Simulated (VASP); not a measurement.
# Ag3S (P-6m2) in VASP: settings compared

The runs below take Ag3S through band structure, with r2SCAN+D3(BJ), PBE+D3(BJ)+U.

Program: VASP 6.6.1. These are calculated values, not measurements. Logs are shortened: lines on timing, memory, paths and dates and some standing lists are left out, and cuts for length are marked.

## (1) Starting point

The structure is hexagonal, space group P-6m2 (No. 187). Conventional cell: a = 3.018 Å, b = 3.018 Å, c = 9.375 Å, α = 90.00°, β = 90.00°, γ = 120.00°. Ag (site symmetry -6m2) is surrounded by 12 Ag at 3.01 to 3.02 Å. Ag (site symmetry 3m) has 3 S at 2.83 Å and 9 Ag at 3.01 to 3.02 Å as nearest neighbours. S (site symmetry -6m2) has 6 Ag at 2.83 Å and 6 S at 3.02 Å as nearest neighbours.

The cell was built by a generator and needn't be a form met in nature.

## (2) Band structure, r2SCAN+D3(BJ)

Input file INCAR:

```
ALGO = Normal ; EDIFF = 1E-7
ENCUT = 520 ; ISIF = 2
ISMEAR = 0 ; IVDW = 12
LASPH = T ; LCHARG = F
LMAXMIX = 4 ; LMIXTAU = T
LREAL = F ; LWAVE = F
METAGGA = R2SCAN ; NELM = 100
PREC = Accurate ; SIGMA = 0.1
VDW_A1 = 0.49484001 ; VDW_A2 = 5.73083694
VDW_S6 = 1.0 ; VDW_S8 = 0.78981345
```

Input file KPOINTS:

```
k-points
0
Gamma
  10 10 3
```

Input file POSCAR:

```
Ag3S
3.0177
    0.999993425456      0.000000000000      0.000000000000
   -0.499996712728      0.866019707062      0.000000000000
    0.000000000000      0.000000000000      3.106677337045
Ag S
3 1
Direct
    0.0000000000      0.0000000000      0.5000000000
    0.6666666700      0.3333333300      0.2378099400
    0.6666666700      0.3333333300      0.7621900600
    0.0000000000      0.0000000000      0.0000000000
```

Input file KPOINTS_OPT:

```
path GMKGALHA,LM,KH
15
line-mode
reciprocal
 0.0000000000  0.0000000000  0.0000000000  G
 0.5000000000  0.0000000000  0.0000000000  M

 0.5000000000  0.0000000000  0.0000000000  M
 0.3333333333  0.3333333333  0.0000000000  K

 0.3333333333  0.3333333333  0.0000000000  K
 0.0000000000  0.0000000000  0.0000000000  G

 0.0000000000  0.0000000000  0.0000000000  G
 0.0000000000  0.0000000000  0.5000000000  A

 0.0000000000  0.0000000000  0.5000000000  A
 0.5000000000  0.0000000000  0.5000000000  L

 0.5000000000  0.0000000000  0.5000000000  L
 0.3333333333  0.3333333333  0.5000000000  H

 0.3333333333  0.3333333333  0.5000000000  H
 0.0000000000  0.0000000000  0.5000000000  A

 0.5000000000  0.0000000000  0.5000000000  L
 0.5000000000  0.0000000000  0.0000000000  M

 0.3333333333  0.3333333333  0.0000000000  K
 0.3333333333  0.3333333333  0.5000000000  H
```

Potentials or basis: VASP PAW PBE potentials, release 64 (Ag, S).

The run is started by

```sh
$ cat potpaw_PBE.64/Ag/POTCAR potpaw_PBE.64/S/POTCAR > POTCAR
$ mpirun -np 1 vasp_std > vasp.out
```

OUTCAR:

```text
EDIFF = 1E-7
   ENCUT = 520
   ISIF = 2
   ISMEAR = 0
   IVDW = 12
   LASPH = T
   LREAL = F
   METAGGA = R2SCAN
   NELM = 100
   PREC = Accurate
 IVDW          = 12

 ion  position               nearest neighbor table
   1  0.000  0.000  0.500-   2 3.01   3 3.01   2 3.01   3 3.01   2 3.01   3 3.01
   2  0.667  0.333  0.238-   4 2.83   4 2.83   4 2.83   1 3.01   1 3.01   1 3.01
   3  0.667  0.333  0.762-   4 2.83   4 2.83   4 2.83   1 3.01   1 3.01   1 3.01
   4  0.000  0.000  0.000-   2 2.83   3 2.83   2 2.83   3 2.83   2 2.83   3 2.83

  LATTYP: Found a hexagonal cell.
 ALAT       =     3.0176801600
 C/A-ratio  =     3.1066977622

  Lattice vectors:

 A1 = (   3.0176801600,   0.0000000000,   0.0000000000)
 A2 = (  -1.5088400800,   2.6133876700,   0.0000000000)
 A3 = (   0.0000000000,   0.0000000000,   9.3750202000)

Analysis of symmetry for initial positions (statically):
=====================================================================
 Subroutine PRICEL returns:
 Original cell was already a primitive cell.

 Routine SETGRP: Setting up the symmetry group for a
 hexagonal supercell.

 Subroutine GETGRP returns: Found 12 space group operations
 (whereof 12 operations were pure point group operations)
 out of a pool of 24 trial point group operations.

The static configuration has the point symmetry D_3h.

Analysis of symmetry for dynamics (positions and initial velocities):
=====================================================================
 Subroutine PRICEL returns:
 Original cell was already a primitive cell.

 Routine SETGRP: Setting up the symmetry group for a
 hexagonal supercell.

 Subroutine GETGRP returns: Found 12 space group operations
 (whereof 12 operations were pure point group operations)
 out of a pool of 24 trial point group operations.

The dynamic configuration has the point symmetry D_3h.

 Subroutine INISYM returns: Found 12 space group operations
 (whereof 12 operations are pure point group operations),
 and found     1 'primitive' translations

----------------------------------------------------------------------------------------

                                     Primitive cell

  volume of cell :      73.9349

  direct lattice vectors                    reciprocal lattice vectors
     3.017680160  0.000000000  0.000000000     0.331380381  0.191322553  0.000000000
    -1.508840080  2.613387670  0.000000000     0.000000000  0.382645105  0.000000000
     0.000000000  0.000000000  9.375020200     0.000000000  0.000000000  0.106666437

  length of vectors
     3.017680160  3.017680152  9.375020200     0.382645104  0.382645105  0.106666437

  position of ions in fractional coordinates (direct lattice)
     0.000000000  0.000000000  0.500000000
     0.666666670  0.333333330  0.237809940
     0.666666670  0.333333330  0.762190060
     0.000000000  0.000000000  0.000000000

  ion indices of the primitive-cell ions
   primitive index   ion index
                 1           1
                 2           2
                 3           3
                 4           4

----------------------------------------------------------------------------------------

 KPOINTS: k-points

Automatic generation of k-mesh.
 Grid dimensions read from file:
 generate k-points for:   10   10    3

 Generating k-lattice:

  Cartesian coordinates                     Fractional coordinates (reciprocal lattice)
     0.033138038  0.019132255  0.000000000     0.100000000  0.000000000  0.000000000
     0.000000000  0.038264511  0.000000000     0.000000000  0.100000000  0.000000000
     0.000000000  0.000000000  0.035555479     0.000000000  0.000000000  0.333333333

  Length of vectors
     0.038264510  0.038264511  0.035555479

  Shift w.r.t. Gamma in fractional coordinates (k-lattice)
     0.000000000  0.000000000  0.000000000

 Subroutine IBZKPT returns following result:
 ===========================================

 Found     28 irreducible k-points:

 Following reciprocal coordinates:
            Coordinates               Weight
[... 40 lines left out ...]
 maximum number of plane-waves:      2027
 NGX is ok and might be reduce to    24
   NGX = 11   NGY = 11   NGZ = 35

 number of electron      38.9999991 magnetization

 Free energy of the ion-electron system (eV)
  ---------------------------------------------------
  ext. energy  EPLUGINS =         0.00000000
  ---------------------------------------------------
  free energy    TOTEN  =       -71.16725376 eV

  energy without entropy =      -71.15773726  energy(sigma->0) =      -71.16249551

 E-fermi :   7.0695     XC(G=0): -11.9946

 val. band max:        7.0010599354   @ k =   0.5000   0.0000   0.3333
 cond. band min:       7.1029375987   @ k =   0.4000   0.1000   0.0000
 fundamental gap:      0.1018776633
 Fermi energy:         7.0695460928

 k-point     1 :       0.0000    0.0000    0.0000
  band No.  band energies     occupation
      1      -7.9797      2.00000
      2       0.0961      2.00000
      3       0.5111      2.00000
      4       1.0003      2.00000
      5       1.8298      2.00000
      6       2.1631      2.00000
[... 15 lines left out ...]
     22       8.5496      0.00000
     23      14.1507      0.00000

 k-point     2 :       0.1000   -0.0000    0.0000
  band No.  band energies     occupation
      1      -7.8197      2.00000
      2       0.2923      2.00000
      3       0.7418      2.00000
      4       1.1352      2.00000
      5       1.8596      2.00000
      6       2.0787      2.00000
[... 15 lines left out ...]
     22       8.3866      0.00000
     23      14.1210      0.00000

 k-point     3 :       0.2000   -0.0000    0.0000
  band No.  band energies     occupation
      1      -7.3598      2.00000
      2       0.7372      2.00000
      3       1.1752      2.00000
      4       1.3931      2.00000
      5       1.8533      2.00000
      6       1.9798      2.00000
[... 15 lines left out ...]
     22       8.7143      0.00000
     23      13.8835      0.00000
[... 495 lines left out ...]
 k-point    23 :       0.3000    0.1000    0.3333
  band No.  band energies     occupation
      1      -6.2147      2.00000
      2       1.0275      2.00000
      3       1.1621      2.00000
      4       1.3840      2.00000
      5       1.4441      2.00000
      6       1.6207      2.00000
[... 15 lines left out ...]
     22      10.7408      0.00000
     23      12.6657      0.00000

 k-point    24 :       0.4000    0.1000    0.3333
  band No.  band energies     occupation
      1      -5.6448      2.00000
      2       0.6708      2.00000
      3       0.9463      2.00000
      4       1.2446      2.00000
      5       1.2981      2.00000
      6       1.4834      2.00000
[... 15 lines left out ...]
     22       9.8561      0.00000
     23      11.0136      0.00000

 [... further k-points ...]

------------------------ aborting loop because EDIFF is reached ----------------------------------------

 Edisp (eV)   -0.91504

 E8    (eV) :    -0.3010

  FORCE on cell =-STRESS in cart. coord.  units (eV):
  Direction    XX          YY          ZZ          XY          YZ          ZX
  --------------------------------------------------------------------------------------
  -------------------------------------------------------------------------------------
  Total      -2.48572    -2.48572    -4.61549     0.00000     0.00000     0.00000
  in kB     -53.86579   -53.86579  -100.01833     0.00000     0.00000     0.00000
  external pressure =      -69.25 kB  Pullay stress =        0.00 kB

 VOLUME and BASIS-vectors are now :
 -----------------------------------------------------------------------------
  energy-cutoff  :      520.00
  volume of cell :       73.93
      direct lattice vectors                 reciprocal lattice vectors
     3.017680160  0.000000000  0.000000000     0.331380381  0.191322553  0.000000000
    -1.508840080  2.613387670  0.000000000     0.000000000  0.382645105  0.000000000
     0.000000000  0.000000000  9.375020200     0.000000000  0.000000000  0.106666437

 POSITION                                       TOTAL-FORCE (eV/Angst)
 -----------------------------------------------------------------------------------
      0.00000      0.00000      4.68751        -0.000000      0.000000      0.000000
      1.50884      0.87113      2.22947         0.000000     -0.000000      0.150322
      1.50884      0.87113      7.14555         0.000000      0.000000     -0.150322
      0.00000      0.00000      0.00000        -0.000000     -0.000000      0.000000
 -----------------------------------------------------------------------------------
    total drift:                               -0.000009      0.000005      0.000000

  FREE ENERGIE OF THE ION-ELECTRON SYSTEM (eV)
  ---------------------------------------------------
  free  energy   TOTEN  =       -72.0822906530 eV

  energy  without entropy=      -72.0727741490  energy(sigma->0) =      -72.07753240
```

Run time: 7.8 min. Hardware: 1 thread of Intel Xeon Platinum 8488C (Sapphire Rapids), shared host; peak memory 0.24 GiB.

Results:

```
Free energy                : -72.0823 eV
Pressure                   : -6.9 GPa
Largest force              : 0.150 eV/Å
Band gap along the path    : none (metal or under the smearing width)
Dispersion energy per atom : -0.229 eV
```

Forces in eV/Å, atoms in the order of the input:
```
Ag   0.000  0.000  0.000
Ag   0.000  0.000  0.150
Ag   0.000  0.000 -0.150
S    0.000  0.000  0.000
```

Levels at the corners of the path, in eV from the Fermi level:
```csv
point,band 15,band 16,band 17,band 18,band 19,band 20,band 21,band 22,band 23
Γ,-3.91,-3.91,-3.63,-3.63,-2.25,0.86,1.48,1.48,7.08
M,-3.40,-3.37,-3.16,-2.03,-0.08,0.49,1.46,2.14,3.76
M,-3.40,-3.37,-3.16,-2.03,-0.08,0.49,1.46,2.14,3.76
K,-3.76,-3.55,-2.96,-2.95,-1.05,3.05,3.42,3.79,4.01
K,-3.76,-3.55,-2.96,-2.95,-1.05,3.05,3.42,3.79,4.01
Γ,-3.91,-3.91,-3.63,-3.63,-2.25,0.86,1.48,1.48,7.08
Γ,-3.91,-3.91,-3.63,-3.63,-2.25,0.86,1.48,1.48,7.08
A,-3.87,-3.87,-3.65,-3.65,-3.53,1.48,1.48,3.54,3.56
A,-3.87,-3.87,-3.65,-3.65,-3.53,1.48,1.48,3.54,3.56
L,-3.40,-3.37,-3.24,-2.12,-0.06,0.61,1.71,1.99,3.80
L,-3.40,-3.37,-3.24,-2.12,-0.06,0.61,1.71,1.99,3.80
H,-3.84,-3.60,-2.90,-2.76,-1.04,2.83,3.17,3.93,4.55
H,-3.84,-3.60,-2.90,-2.76,-1.04,2.83,3.17,3.93,4.55
A,-3.87,-3.87,-3.65,-3.65,-3.53,1.48,1.48,3.54,3.56
L,-3.40,-3.37,-3.24,-2.12,-0.06,0.61,1.71,1.99,3.80
M,-3.40,-3.37,-3.16,-2.03,-0.08,0.49,1.46,2.14,3.76
K,-3.76,-3.55,-2.96,-2.95,-1.05,3.05,3.42,3.79,4.01
H,-3.84,-3.60,-2.90,-2.76,-1.04,2.83,3.17,3.93,4.55
```

Caveat: the PAW data sets were made with another functional, which shifts forces and pressure a little; pairwise dispersion overbinds metals, which lowers pressure and volume.

## (3) Band structure, PBE+D3(BJ)+U

Input file INCAR:

```
SYSTEM = Ag3S
PREC     = Accurate       ! precision mode
ENCUT    = 550            ! plane-wave cutoff, eV
EDIFF    = 1E-6           ! SCF threshold, eV
ISMEAR   = 0              ! smearing method
SIGMA    = 0.1            ! smearing width, eV
LREAL    = .FALSE.        ! projectors in reciprocal space
LASPH    = .TRUE.         ! aspherical terms in the spheres
NELM     = 100            ! most SCF steps
ALGO     = Normal         ! electronic algorithm
ISIF     = 2              ! what is computed and relaxed
LWAVE    = .FALSE.        ! write WAVECAR
LCHARG   = .FALSE.        ! write CHGCAR
LMAXMIX  = 4              ! l up to which the mixer works
LDAU     = .TRUE.         ! DFT+U
LDAUTYPE = 1            
LDAUL    = 2 -1           ! shell
LDAUU    = 1 0            ! U, eV
LDAUJ    = 0.9 0        
LDAUPRINT= 1            
GGA      = PE             ! functional
IVDW     = 12             ! dispersion correction
```

Input file Ag3S.cif:

```cif
data_Ag3S
_cell_length_a 3.01768016
_cell_length_b 3.01768016
_cell_length_c 9.37502020
_cell_angle_alpha 90.00000000
_cell_angle_beta 90.00000000
_cell_angle_gamma 120.00000000
_space_group_name_H-M_alt 'P-6m2'
_space_group_name_Hall 'P -6 2'
_space_group_IT_number 187
loop_
_space_group_symop_operation_xyz
'x,y,z'
'-x+y,-x,-z'
'-y,x-y,z'
'x,y,-z'
'-x+y,-x,z'
'-y,x-y,-z'
'-y,-x,-z'
'x,x-y,z'
'-x+y,y,-z'
'-y,-x,z'
'x,x-y,-z'
'-x+y,y,z'
loop_
_atom_site_label
_atom_site_type_symbol
_atom_site_symmetry_multiplicity
_atom_site_Wyckoff_symbol
_atom_site_fract_x
_atom_site_fract_y
_atom_site_fract_z
_atom_site_occupancy
Ag1 Ag 1 b 0.0000000000 0.0000000000 0.5000000000 1
Ag2 Ag 2 i 0.6666666667 0.3333333333 0.2378099400 1
S1 S 1 a 0.0000000000 0.0000000000 0.0000000000 1
```

Input file KPOINTS:

```
Automatic mesh
0
G
  10 10 3
  0 0 0
```

Input file POSCAR:

```
Ag S 
 1.0000000000000000
     3.0176801599999998    0.0000000000000000    0.0000000000000000
    -1.5088400799999993    2.6133876790562893    0.0000000000000000
     0.0000000000000000    0.0000000000000000    9.3750201999999998
 Ag  S  
   3   1
Cartesian
  0.0000000000000000  0.0000000000000000  4.6875100999999990
  1.5088400801508841  0.8711292262649835  2.2294729912607880
  1.5088400798491162  0.8711292262649836  7.1455472087392122
  0.0000000000000000  0.0000000000000000  0.0000000000000000
```

Edit KPOINTS_OPT of step 2 so:

```diff
@@ -1,3 +1,3 @@
 path GMKGALHA,LM,KH
-15
+20
 line-mode
```

Potentials or basis: VASP PAW PBE potentials, release 64 (Ag_GW, S_GW).

The run is started by

```sh
$ ase convert -i cif -o vasp Ag3S.cif POSCAR
$ cat potpaw_PBE.64/Ag_GW/POTCAR potpaw_PBE.64/S_GW/POTCAR > POTCAR
$ mpirun -np 1 vasp_std > vasp.out
```

Wall time 4.5 min (1 thread of Intel Xeon Platinum 8488C (Sapphire Rapids), shared host); peak memory 0.24 GiB.

Results (log left out):

| Item | Value |
| --- | --- |
| Free energy | -13.2429 eV |
| Pressure | -7.5 GPa |
| Largest force | 0.119 eV/Å |
| Band gap along the path | none (metal or under the smearing width) |
| Dispersion energy per atom | -0.483 eV |

Forces in eV/Å, atoms in the order of the input:
```
Ag   0.000  0.000  0.000
Ag   0.000  0.000  0.119
Ag   0.000  0.000 -0.119
S    0.000  0.000  0.000
```

Stress tensor (GPa, compression positive):
```
-6.28  0.00  0.00
 0.00 -6.28  0.00
 0.00  0.00 -9.97
```

Levels at the corners of the path, in eV from the Fermi level:
| point | band 16 | band 17 | band 18 | band 19 | band 20 | band 21 | band 22 | band 23 |
| --- | --- | --- | --- | --- | --- | --- | --- | --- |
| Γ | -3.66 | -3.36 | -3.36 | -2.19 | 0.67 | 1.41 | 1.41 | 6.66 |
| M | -3.08 | -2.92 | -1.89 | -0.05 | 0.41 | 1.36 | 1.91 | 3.57 |
| M | -3.08 | -2.92 | -1.89 | -0.05 | 0.41 | 1.36 | 1.91 | 3.57 |
| K | -3.28 | -2.78 | -2.75 | -0.92 | 2.94 | 3.26 | 3.62 | 3.70 |
| K | -3.28 | -2.78 | -2.75 | -0.92 | 2.94 | 3.26 | 3.62 | 3.70 |
| Γ | -3.66 | -3.36 | -3.36 | -2.19 | 0.67 | 1.41 | 1.41 | 6.66 |
| Γ | -3.66 | -3.36 | -3.36 | -2.19 | 0.67 | 1.41 | 1.41 | 6.66 |
| A | -3.62 | -3.45 | -3.37 | -3.37 | 1.41 | 1.41 | 3.21 | 3.37 |
| A | -3.62 | -3.45 | -3.37 | -3.37 | 1.41 | 1.41 | 3.21 | 3.37 |
| L | -3.08 | -3.02 | -1.98 | -0.03 | 0.57 | 1.51 | 1.85 | 3.55 |
| L | -3.08 | -3.02 | -1.98 | -0.03 | 0.57 | 1.51 | 1.85 | 3.55 |
| H | -3.32 | -2.70 | -2.58 | -0.91 | 2.68 | 2.98 | 3.77 | 4.32 |
| H | -3.32 | -2.70 | -2.58 | -0.91 | 2.68 | 2.98 | 3.77 | 4.32 |
| A | -3.62 | -3.45 | -3.37 | -3.37 | 1.41 | 1.41 | 3.21 | 3.37 |
| L | -3.08 | -3.02 | -1.98 | -0.03 | 0.57 | 1.51 | 1.85 | 3.55 |
| M | -3.08 | -2.92 | -1.89 | -0.05 | 0.41 | 1.36 | 1.91 | 3.57 |
| K | -3.28 | -2.78 | -2.75 | -0.92 | 2.94 | 3.26 | 3.62 | 3.70 |
| H | -3.32 | -2.70 | -2.58 | -0.91 | 2.68 | 2.98 | 3.77 | 4.32 |

Eigenvalues of the final occupation matrices:
```csv
site,spin,trace,eigenvalues
site 1 d,1,4.67,0.93 0.93 0.93 0.94 0.94
site 1 d,2,4.67,0.93 0.93 0.93 0.94 0.94
site 2 d,1,4.69,0.93 0.94 0.94 0.94 0.94
site 2 d,2,4.69,0.93 0.94 0.94 0.94 0.94
site 3 d,1,4.69,0.93 0.94 0.94 0.94 0.94
site 3 d,2,4.69,0.93 0.94 0.94 0.94 0.94
```

Caveat: U without spin polarisation on a metal has little footing; pairwise dispersion overbinds metals, which lowers pressure and volume.

## (4) For comparison

An earlier run on the cell as given: functional PBE; potentials or basis VASP PAW PBE potentials, release 64 (Ag, S); cutoff 520 eV; k mesh 10 × 10 × 3; occupations fermi-dirac, width 0.05 eV; no spin polarisation.

- Pressure: -3.2 GPa
- Largest force: 0.124 eV/Å
- Band gap on the k mesh: none (metal or under the smearing width)

## (5) The runs side by side

| task | level | potentials or basis | U | cutoff (eV) | smearing | LDAUTYPE | hund's J | pressure (GPa) | largest force (eV/Å) |
| --- | --- | --- | --- | --- | --- | --- | --- | --- | --- |
| band structure | r2SCAN+D3(BJ) | VASP PAW PBE potentials, release 64 (Ag, S) | - | 520 | gaussian 0.1 eV | - | - | -6.9 | 0.15 |
| band structure | PBE+D3(BJ)+U | VASP PAW PBE potentials, release 64 (Ag_GW, S_GW) | Ag d U = 1 eV, J = 0.9 eV | 550 | gaussian 0.1 eV | 1 | 0.9 | -7.5 | 0.12 |
| single point | PBE | VASP PAW PBE potentials, release 64 (Ag, S) | - | 520 | fermi-dirac 0.05 eV | - | - | -3.2 | 0.12 |

Alike in all rows: no spin polarisation; cell as given; k mesh 10 × 10 × 3.

Caveats: pairwise dispersion overbinds metals, which lowers pressure and volume (some runs); the PAW data sets were made with another functional, which shifts forces and pressure a little (some runs); U without spin polarisation on a metal has little footing (some runs).

Absolute energies hang on the potentials; compare differences alone.
